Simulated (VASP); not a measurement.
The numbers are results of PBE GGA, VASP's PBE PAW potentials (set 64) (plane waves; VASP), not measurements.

Input for VASP

File KPOINTS:
```
Automatic mesh
0
Gamma
6 6 5
0 0 0
```

POSCAR:
```
P
1
    1.6685032475    -5.5789201970     0.0000000000
    1.6685032475     5.5789201970    -0.0000000000
    0.0000000000     0.0000000000     4.4516460228
P
4
Direct
  0.0954326922   0.9045673078   0.9169389641
  0.4045673078   0.5954326922   0.4169389641
  0.5954326922   0.4045673078   0.5830610359
  0.9045673078   0.0954326922   0.0830610359
```

### INCAR
```
ISMEAR  =  0
LREAL  =  .FALSE.
NSW  =  60   # most ionic steps
PREC  =  Accurate
NELM  =  100   # most electronic steps
LWAVE  =  .FALSE.
SYSTEM  =  P
ALGO  =  Normal   # blocked Davidson
LASPH  =  .TRUE.
EDIFFG  =  -0.02   # ionic stop
ENCUT  =  480   # plane-wave cut-off (eV)
LCHARG  =  .FALSE.
SIGMA  =  0.05
GGA  =  PE   # PBE
EDIFF  =  1E-6
IBRION  =  2
ISIF  =  3   # ions, shape and volume
```

POTCAR, in this order: P (PBE.64 set). Program: vasp_std.

The run wrote:

OSZICAR:
```
       N       E                     dE             d eps       ncg     rms          rms(c)
DAV:   1     0.632122225313E+02    0.63212E+02   -0.78936E+03  1092   0.112E+03
DAV:   2    -0.173522428593E+02   -0.80564E+02   -0.78401E+02  1458   0.171E+02
DAV:   3    -0.215798618291E+02   -0.42276E+01   -0.42101E+01  1496   0.423E+01
DAV:   4    -0.216404457222E+02   -0.60584E-01   -0.60518E-01  1384   0.590E+00
DAV:   5    -0.216419331306E+02   -0.14874E-02   -0.14867E-02  1486   0.850E-01    0.100E+01
DAV:   6    -0.215359323572E+02    0.10600E+00   -0.65465E-02  1314   0.154E+00    0.593E+00
DAV:   7    -0.214912644168E+02    0.44668E-01   -0.11398E-01  1356   0.210E+00    0.258E-01
DAV:   8    -0.214914881094E+02   -0.22369E-03   -0.94412E-03  1254   0.666E-01    0.123E-01
DAV:   9    -0.214915787247E+02   -0.90615E-04   -0.38767E-04  1510   0.145E-01    0.731E-02
DAV:  10    -0.214916121448E+02   -0.33420E-04   -0.61903E-05  1278   0.501E-02    0.307E-02
DAV:  11    -0.214916240195E+02   -0.11875E-04   -0.16733E-05  1362   0.336E-02    0.846E-03
DAV:  12    -0.214916245499E+02   -0.53032E-06   -0.51739E-07   792   0.545E-03
   1 F= -.21491625E+02 E0= -.21491468E+02  d E =-.214916E+02
       N       E                     dE             d eps       ncg     rms          rms(c)
DAV:   1    -0.214929139874E+02   -0.12900E-02   -0.51539E-02  1128   0.129E+00    0.163E-01
DAV:   2    -0.214928718493E+02    0.42138E-04   -0.25249E-03  1410   0.375E-01    0.683E-02
DAV:   3    -0.214927651991E+02    0.10665E-03   -0.21760E-04  1334   0.974E-02    0.365E-02
DAV:   4    -0.214927579036E+02    0.72955E-05   -0.87156E-05  1404   0.551E-02    0.102E-02
DAV:   5    -0.214927590788E+02   -0.11752E-05   -0.56697E-06  1220   0.170E-02    0.673E-03
DAV:   6    -0.214927594803E+02   -0.40150E-06   -0.42244E-07   726   0.516E-03
   2 F= -.21492759E+02 E0= -.21492603E+02  d E =-.113493E-02
       N       E                     dE             d eps       ncg     rms          rms(c)
DAV:   1    -0.214930416397E+02   -0.28256E-03   -0.19174E-02  1116   0.787E-01    0.100E-01
DAV:   2    -0.214930271539E+02    0.14486E-04   -0.95227E-04  1398   0.231E-01    0.415E-02
DAV:   3    -0.214929872151E+02    0.39939E-04   -0.81542E-05  1352   0.598E-02    0.222E-02
DAV:   4    -0.214929847658E+02    0.24494E-05   -0.33139E-05  1410   0.340E-02    0.627E-03
DAV:   5    -0.214929853930E+02   -0.62725E-06   -0.21373E-06   976   0.105E-02
   3 F= -.21492985E+02 E0= -.21492830E+02  d E =-.136084E-02
       N       E                     dE             d eps       ncg     rms          rms(c)
DAV:   1    -0.214942020785E+02   -0.12173E-02   -0.33012E-02  1092   0.981E-01    0.115E-01
DAV:   2    -0.214939312674E+02    0.27081E-03   -0.12541E-03  1458   0.251E-01    0.687E-02
DAV:   3    -0.214937873159E+02    0.14395E-03   -0.35105E-04  1254   0.105E-01    0.205E-02
DAV:   4    -0.214937853681E+02    0.19479E-05   -0.25058E-05  1398   0.341E-02    0.128E-02
DAV:   5    -0.214937839417E+02    0.14264E-05   -0.21386E-06   874   0.105E-02    0.618E-03
DAV:   6    -0.214937833849E+02    0.55680E-06   -0.61225E-07   684   0.565E-03
   4 F= -.21493783E+02 E0= -.21493629E+02  d E =-.797992E-03
       N       E                     dE             d eps       ncg     rms          rms(c)
DAV:   1    -0.214962087519E+02   -0.24248E-02   -0.14034E-01  1092   0.203E+00    0.236E-01
DAV:   2    -0.214950516717E+02    0.11571E-02   -0.53384E-03  1458   0.518E-01    0.142E-01
DAV:   3    -0.214944369640E+02    0.61471E-03   -0.15081E-03  1272   0.218E-01    0.427E-02
DAV:   4    -0.214944321426E+02    0.48215E-05   -0.10672E-04  1386   0.704E-02    0.263E-02
DAV:   5    -0.214944293304E+02    0.28122E-05   -0.10382E-05  1326   0.218E-02    0.144E-02
DAV:   6    -0.214944284415E+02    0.88887E-06   -0.17881E-06   792   0.906E-03
   5 F= -.21494428E+02 E0= -.21494317E+02  d E =-.144305E-02
       N       E                     dE             d eps       ncg     rms          rms(c)
DAV:   1    -0.214952950464E+02   -0.86572E-03   -0.48221E-02  1098   0.120E+00    0.110E-01
DAV:   2    -0.214952039498E+02    0.91097E-04   -0.21425E-03  1446   0.329E-01    0.574E-02
DAV:   3    -0.214950927490E+02    0.11120E-03   -0.17231E-04  1308   0.820E-02    0.250E-02
DAV:   4    -0.214950823458E+02    0.10403E-04   -0.33665E-05  1430   0.356E-02    0.165E-02
DAV:   5    -0.214950814013E+02    0.94442E-06   -0.26208E-06   956   0.119E-02
   6 F= -.21495081E+02 E0= -.21495007E+02  d E =-.652960E-03
       N       E                     dE             d eps       ncg     rms          rms(c)
DAV:   1    -0.214958248067E+02   -0.74246E-03   -0.96102E-02  1098   0.169E+00    0.155E-01
DAV:   2    -0.214956518661E+02    0.17294E-03   -0.42741E-03  1458   0.464E-01    0.801E-02
DAV:   3    -0.214954339380E+02    0.21793E-03   -0.33719E-04  1320   0.115E-01    0.352E-02
DAV:   4    -0.214954132374E+02    0.20701E-04   -0.66973E-05  1436   0.501E-02    0.233E-02
DAV:   5    -0.214954122289E+02    0.10085E-05   -0.56068E-06  1242   0.168E-02    0.391E-03
DAV:   6    -0.214954122288E+02    0.14006E-09   -0.77726E-07   696   0.624E-03
   7 F= -.21495412E+02 E0= -.21495379E+02  d E =-.983787E-03
```

### OUTCAR
```
------------------------ aborting loop because EDIFF is reached ----------------------------------------
  FORCE on cell =-STRESS in cart. coord.  units (eV):
  Direction    XX          YY          ZZ          XY          YZ          ZX
  --------------------------------------------------------------------------------------
  Total        0.0074112      0.0520791     -0.0421590      0.0000000      0.0000000      0.0000000
  in kB        0.1415952      0.9949949     -0.8054659      0.0000000      0.0000000      0.0000000
  external PRESSURE =       0.1103747 kB  Pullay stress =       0.0000000 kB
  volume of cell :       83.86
      direct lattice vectors                 reciprocal lattice vectors
     1.657494171 -5.567517985  0.000000000     0.301660186 -0.089806625 -0.000000000
     1.657494171  5.567517985 -0.000000000     0.301660186  0.089806625  0.000000000
     0.000000000 -0.000000000  4.543699943     0.000000000  0.000000000  0.220084956
 POSITION                                       TOTAL-FORCE (eV/Angst)
 -----------------------------------------------------------------------------------
      1.65749      4.50883      4.15198         0.000000      0.008929     -0.006671
      1.65749      1.05869      1.88013         0.000000     -0.008929     -0.006671
      1.65749     -1.05869      2.66357         0.000000      0.008929      0.006671
      1.65749     -4.50883      0.39172         0.000000     -0.008929      0.006671
 -----------------------------------------------------------------------------------
    total drift:                               -0.000000      0.000000     -0.000000
  FREE ENERGIE OF THE ION-ELECTRON SYSTEM (eV)
  ---------------------------------------------------
  free  energy   TOTEN  =       -21.4954122288 eV

  energy  without entropy=      -21.4953451407  energy(sigma->0) =      -21.49537868

 reached required accuracy - stopping structural energy minimisation
```
(Selected blocks of OUTCAR.)

File CONTCAR:
```
P
   1.00000000000000
     1.6574941714787663   -5.5675179849725582    0.0000000000000000
     1.6574941714787663    5.5675179849725582   -0.0000000000000000
     0.0000000000000000   -0.0000000000000000    4.5436999430937401
  P
     4
Direct
     0.0950774436963572    0.9049225563036428    0.9137888411279991
     0.4049225563036428    0.5950774436963572    0.4137888411279991
     0.5950774436963572    0.4049225563036428    0.5862111588720009
     0.9049225563036428    0.0950774436963572    0.0862111588720009
```

Without a dispersion term in the relaxation, distances and binding between the weakly bound layers, chains or molecules are unreliable, and so is what depends on them.

The compound is P in the black structure. This run relaxes it. Symmetry was kept, so distortions that lower it aren't found. The start is the result of an earlier pass.
